Molybdenum ditelluride is built from sheets three atoms thick: a plane of Mo between two planes of Te. Bonds hold each sheet together, and a much weaker contact between facing Te planes holds one sheet to the next. The table lists the vibrations of a crystal cell with two such sheets, computed with the local density approximation. The column "phonon q row" has the same value throughout because every mode belongs to one wave vector, $\Gamma$, at which all cells of the crystal move in step.

Harmonic phonons of MoTe₂ (P6₃/mmc, six-atom cell) at Γ (q row 1), computed at the relaxed cell with VASP 6.6.1, using the LDA without dispersion correction and PAW potentials (Te, Mo_sv). Cutoff 600 eV, 7×7×2 k mesh, Gaussian smearing of 0.02 eV, atomic displacements of 0.015 Å; no spin polarisation or spin–orbit coupling.

```csv
row,phonon q row (row),phonon frequency (cm⁻¹)
1,1,0.00
2,1,0.00
3,1,0.00
4,1,28.80
5,1,28.80
6,1,38.90
7,1,118.70
8,1,118.70
9,1,121.00
10,1,121.00
11,1,174.30
12,1,177.90
13,1,238.70
14,1,238.70
15,1,238.80
16,1,238.80
17,1,289.80
18,1,296.20
```

**(a) Why are there eighteen frequencies, and why do so many come in twos?**

*Solution.* The cell holds six atoms, and each can move in three directions, which makes eighteen independent vibrations. In three of them the whole crystal shifts rigidly. Nothing is stretched, so their frequency is zero.

Exactly equal frequencies come from the hexagonal symmetry. Two perpendicular directions within the sheet are equivalent, so a motion along the sheet appears twice, while a motion perpendicular to it appears once. The fifteen modes above zero are five such doublets and five single modes.

The near-equal frequencies have another origin, the two sheets in the cell. A single sheet has nine patterns of motion. Three are rigid shifts. In three more the Te planes move against each other while Mo rests, and in the last three Mo moves against both Te planes. Each pattern occurs twice in the crystal, with the sheets in step or in opposition.

For the rigid shifts, moving in step gives the three zeros. Moving in opposition gives a sliding of the sheets at 28.8 cm⁻¹ and a breathing of the gap between them at 38.9 cm⁻¹. The internal patterns give four groups of close partners, near 120, 176, 239 and 293 cm⁻¹. The table shows the grouping and the doublets; which atoms move in each group follows from symmetry and the established assignment for this structure. Which partner is the in-step one is left open here for the four upper groups.

**(b) The groups near 120 and 239 cm⁻¹ are motions along the sheet; those near 176 and 293 cm⁻¹ are perpendicular to it. In each direction, why is the upper group so much higher than the lower one?**

*Solution.* In the lower group Mo rests, and in the upper group it moves. Consider one sheet and one direction, and let $K$ be the restoring force on a Te atom per unit displacement relative to Mo. If Mo rests and the two Te atoms move oppositely, each Te atom vibrates on its own spring:

$$\omega_{\text{rest}}^2 = \frac{K}{m_{\text{Te}}}.$$

Here $\omega$ is the angular frequency, which is proportional to the wavenumber in the table, and $m$ is an atomic mass.

Now let both Te atoms move by $u$ in the same direction. The centre of mass must stay where it is, so Mo moves the other way by $u \cdot 2m_{\text{Te}}/m_{\text{Mo}}$. Each spring is then stretched by the sum of the two displacements, although the Te atom has moved only by $u$. The force on Te grows by the same factor, and so does the squared frequency:

$$\frac{\omega_{\text{move}}}{\omega_{\text{rest}}} = \sqrt{1 + \frac{2m_{\text{Te}}}{m_{\text{Mo}}}}.$$

With masses of 127.6 for Te and 95.95 for Mo, the fraction is 2.66 and the ratio is $\sqrt{3.66} = 1.91$. The two groups should therefore differ by nearly a factor of two, although the bonds are the same. The Te atoms are heavy, so the lighter Mo swings far and stretches the bonds strongly. With lighter outer atoms the formula gives a smaller ratio.

The estimate uses none of the frequencies in the table, so all four groups test it. Along the sheet the computed ratio is 1.99, and the estimate is 4% below it. Perpendicular to the sheet the computed ratio is 1.66, and the estimate is 15% above it. The masses thus account for nearly the whole gap along the sheet. For the perpendicular motion they overstate it, and the model of Mo–Te springs alone is less good.

A likely reason lies in the stacking of the atoms. Within a sheet, one Te atom sits directly above the other. When Mo rests and the Te planes move perpendicular to the sheet, the two atoms press against each other, and a direct repulsion between them would stiffen the mode. When Mo moves, their distance stays fixed and the repulsion plays no part. This would raise the group near 176 cm⁻¹ but not the one near 293 cm⁻¹, and so lower the ratio, as computed. Along the sheet the same repulsion would act the other way: once the two atoms are displaced sideways in opposite directions, it pushes them further apart. That would lower the group near 120 cm⁻¹ slightly, which fits a computed ratio a little above the estimate. In a single harmonic sheet, only a coupling between the two Te planes can shift the ratio from its mass value, because forces between equivalent atoms drop out when all cells move in step. The frequencies do not show how much of this coupling is direct repulsion and how much is passed on by the electrons of the bonds.

One limit concerns the two upper groups. When Mo moves against Te in step in both sheets, the crystal acquires an oscillating electric dipole. In a real crystal, a long wave whose dipole points along its direction of travel is stiffened by the electric field that it creates. The frequencies here leave out that field, so they should not be compared with such longitudinal waves.

**(c) Opposing motion of the sheets produces whole frequencies of 29 to 39 cm⁻¹ in the rigid modes, yet it splits the internal groups by only a few cm⁻¹. Is the contact between sheets weaker for the internal vibrations?**

*Solution.* The splittings alone give a false impression, because stiffnesses add in the squared frequency and not in the frequency itself. Suppose the contact raises the squared frequency of one partner by $c$ above that of the other:

$$\omega_2^2 - \omega_1^2 = c, \qquad \omega_2 - \omega_1 = \frac{c}{\omega_1 + \omega_2}.$$

For a rigid shift the lower partner has zero frequency, and the upper one shows the full $\sqrt{c}$. For an internal vibration the same $c$ is divided by a large sum of frequencies.

The breathing mode has $c = 38.9^2 \approx 1513$ cm⁻². The pair near 176 cm⁻¹ has a difference of squares of 1268 cm⁻², which is 84% of that value. A term of similar size in the squared frequency thus appears once as a frequency of 38.9 cm⁻¹ and once as a splitting of 3.6 cm⁻¹. The pair near 120 cm⁻¹ compares in the same way with the sliding mode, at 66%. The output printed after the text lists these differences and ratios.

This gives a practical reading of the spectrum. The two lowest optical frequencies depend almost wholly on the contact between sheets, while the positions of the upper groups depend on the bonds within them. The two lowest are therefore also the most sensitive to the computed spacing. The functional used here has no true dispersion attraction and binds the sheets through its known tendency to overbind.

The remaining two groups are those in which Mo moves. Near 239 cm⁻¹ the splitting is only 0.1 cm⁻¹, no larger than the last digit of the table, so only its smallness can be read, not its exact value. The top pair is the real irregularity: it splits by 6.4 cm⁻¹, the most of the four internal pairs, although its high frequency should make any splitting small.

A spring between facing Te planes cannot explain this. In the top pair both Te planes of a sheet move together, exactly as in the breathing mode, so the contact is stretched in the same way. But Mo swings 2.66 times as far in the opposite direction, which adds inertia for the same stretch. The difference of squares should therefore be smaller than that of the breathing mode, and it is 2.5 times as large. For the groups in which Mo rests, the same reasoning puts the difference at about 1.4 times the rigid-mode value, where the table gives 0.66 and 0.84 times. Measured by this spring, the contact is indeed weaker for these internal vibrations, but only by up to roughly a factor of two, far less than the splittings suggest. The spring also gives a larger splitting near 239 cm⁻¹ than the table shows. Only at the top is the computed splitting larger than the spring allows, and there by far.

Something other than the touching Te planes must couple the sheets in the top pair. Forces may reach from the Te atoms of one sheet to the strongly moving Mo of the next. Alternatively, the coupling may be electrical: sheets with opposite perpendicular dipoles each vibrate in a field of their own, while sheets with parallel dipoles feel no such average field in this calculation. The frequencies alone do not decide between the two. The force constants between individual atoms of neighbouring sheets, together with the charges that the moving atoms effectively carry, would show which of them sets the splitting of the top pair.

Printed output of the fit:

```
number of modes at zero frequency: 3
number of optical doublets: 5
number of single optical modes: 5
splitting of the pair near 120, in 1/cm: 2.3
splitting of the pair near 176, in 1/cm: 3.6
splitting of the pair near 239, in 1/cm: 0.1
splitting of the pair near 293, in 1/cm: 6.4
squared frequency of the layer shear mode, in 1/cm^2: 829.4
difference of squares in the pair near 120, in 1/cm^2: 551.3
that difference over the shear square: 0.6647
squared frequency of the layer breathing mode, in 1/cm^2: 1513
difference of squares in the pair near 176, in 1/cm^2: 1268
that difference over the breathing square: 0.8379
difference of squares in the pair near 293, in 1/cm^2: 3750
that top difference over the breathing square: 2.478
Mo displacement over Te displacement when Mo moves against both Te: 2.66
frequency ratio expected from the masses alone: 1.913
computed in-plane ratio, group near 239 over group near 120: 1.992
computed out-of-plane ratio, group near 293 over group near 176: 1.664
estimate less computed in-plane ratio, in percent: -3.967
estimate less computed out-of-plane ratio, in percent: 14.98
```
